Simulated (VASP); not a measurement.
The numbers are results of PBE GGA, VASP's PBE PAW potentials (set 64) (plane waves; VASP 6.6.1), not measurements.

VASP input:

INCAR:
```
SYSTEM = SiC
PREC = Accurate; ENCUT = 520; LREAL = F
LASPH = T
EDIFF = 1E-6; NELM = 100; ALGO = Normal
ISMEAR = 0; SIGMA = 0.05
GGA = PE
ISIF = 2
LWAVE = F; LCHARG = F
```

POSCAR:
```
SiC
1.0
  1.5708000000  -2.7207050000   0.0000000000
  1.5708000000   2.7207050000   0.0000000000
  0.0000000000   0.0000000000   5.1510000000
Si C
2 2
Direct
  0.6666670000   0.3333330000   0.5000000000
  0.3333330000   0.6666670000   0.0000000000
  0.6666670000   0.3333330000   0.8750000000
  0.3333330000   0.6666670000   0.3750000000
```

KPOINTS:
```
Automatic mesh
0
Gamma
10 10 6
0 0 0
```

POTCAR, in this order: Si C (PBE.64 set). Program: vasp_std.

Q: Predict the energy per atom (σ→0), pressure.

A: 
- energy per atom (σ→0) = -7.513 eV/atom
- pressure = -9.15 GPa

File OSZICAR:
```
...
DAV:   7    -0.300650446243E+02    0.56231E-01   -0.81122E-01  1708   0.595E+00    0.232E+00
DAV:   8    -0.300504885245E+02    0.14556E-01   -0.43861E-02  1568   0.158E+00    0.535E-01
DAV:   9    -0.300497915894E+02    0.69694E-03   -0.64887E-03  1672   0.615E-01    0.133E-01
DAV:  10    -0.300500809456E+02   -0.28936E-03   -0.84500E-04  1576   0.204E-01    0.569E-02
DAV:  11    -0.300500968015E+02   -0.15856E-04   -0.15437E-04  1584   0.939E-02    0.126E-02
DAV:  12    -0.300500981174E+02   -0.13159E-05   -0.54573E-06  1648   0.192E-02    0.335E-03
DAV:  13    -0.300500986656E+02   -0.54819E-06   -0.29256E-07  1028   0.467E-03
   1 F= -.30050099E+02 E0= -.30050099E+02  d E =-.122914E-10
```

The compound is SiC in the wurtzite structure, the rare 2H polytype. The cell was not relaxed at this level. The run is one of a series of settings (KPOINTS 10×10×6 Γ-centred mesh against the base run), some of them coarse on purpose.
